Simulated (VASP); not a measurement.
Set up this calculation in VASP 6.6.1, as the native input.

```yaml
Task: single point
Functional: r2SCAN
Potentials_or_basis: VASP PAW PBE potentials, release 64 (O, Cd, Te)
Cutoff: 520 eV
k_mesh: 4 × 4 × 4
Occupations: fermi-dirac, width 0.02 eV
Spin: no spin polarisation
Dipole_correction: no
Further_INCAR_settings: ALGO = Normal; EDIFF = 1e-07; NBANDS = 26
```

The system is Cd2TeO.

```
CELL_PARAMETERS angstrom
3.98155 0.00000 0.00000
0.00000 3.98155 0.00000
0.00000 0.00000 5.39910
ATOMIC_POSITIONS crystal
O 0.00000 0.00000 0.00000
Cd 0.00000 0.00000 0.50000
Cd 0.50000 0.50000 0.00000
Te 0.50000 0.50000 0.50000
```

The cell was built by a generator and needn't be a form met in nature.

The input as run:

POSCAR

```
Cd2TeO
1.0
    3.9815462508      0.0000000000      0.0000000000
    0.0000000000      3.9815462508      0.0000000000
    0.0000000000      0.0000000000      5.3991006792
O Cd Te
1 2 1
Direct
    0.0000000000      0.0000000000      0.0000000000
    0.0000000000      0.0000000000      0.5000000000
    0.5000000000      0.5000000000      0.0000000000
    0.5000000000      0.5000000000      0.5000000000
```

INCAR.step1

```
SYSTEM = Cd2TeO
PREC = Accurate
ENCUT = 520
ISMEAR = -1
SIGMA = 0.02
LREAL = .FALSE.
LASPH = .TRUE.
NELM = 100
NBANDS = 26
GGA = PE
ALGO = Normal
EDIFF = 1E-4
LWAVE = .TRUE.
LCHARG = .FALSE.
```

INCAR.step2

```
SYSTEM = Cd2TeO
PREC = Accurate
ENCUT = 520
EDIFF = 1E-7
ISMEAR = -1
SIGMA = 0.02
LREAL = .FALSE.
LASPH = .TRUE.
NELM = 100
ALGO = Normal
ISIF = 2
LWAVE = .FALSE.
LCHARG = .FALSE.
METAGGA = R2SCAN
LMIXTAU = .TRUE.
NBANDS = 26
ISTART = 1
```

KPOINTS

```
Automatic mesh
0
G
  4 4 4
  0 0 0
```

Potentials or basis: VASP PAW PBE potentials, release 64 (O, Cd, Te).

The run is started by

```console
$ cat potpaw_PBE.64/O/POTCAR potpaw_PBE.64/Cd/POTCAR potpaw_PBE.64/Te/POTCAR > POTCAR
$ cp INCAR.step1 INCAR
$ mpirun -np 1 vasp_std > vasp.out
$ cp INCAR.step2 INCAR
$ mpirun -np 1 vasp_std > vasp.out
```

Results of the run:

```json
{
  "Pressure": "0.4 GPa",
  "Band gap on the k mesh": "none (metal or under the smearing width)"
}
```

Caveat: the k mesh is coarse (spacing up to 0.39 Å⁻¹), so the values aren't converged; the PAW data sets were made with another functional, which shifts forces and pressure a little.

Run time: 85 s on 1 thread of AMD EPYC 9R45 (Zen 5), on a shared host, peak memory 0.18 GiB.
